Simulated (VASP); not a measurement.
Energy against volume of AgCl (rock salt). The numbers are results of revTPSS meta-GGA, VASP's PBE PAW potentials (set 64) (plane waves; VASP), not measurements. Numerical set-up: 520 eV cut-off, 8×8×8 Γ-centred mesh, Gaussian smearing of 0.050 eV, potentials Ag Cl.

| V (Å³/atom) | E (eV/atom) |
|---|---|
| 20.422 | 4.73374 |
| 21.054 | 4.73062 |
| 21.685 | 4.73336 |
| 22.317 | 4.74092 |

### Question
Fit these four points and predict the energy of the run at 19.791 Å³/atom.

### Answer
A cubic in V^(−2/3), the third-order Birch-Murnaghan form, passes through the four points with V0 = 21.05 Å³/atom and B0 = 49 GPa, and gives 4.7440 eV/atom there. The run gave 4.7440 eV/atom, -0.0 meV/atom from the fit; all five points give B0 = 49 GPa.

The compound is AgCl in the rock salt structure. It was relaxed first.
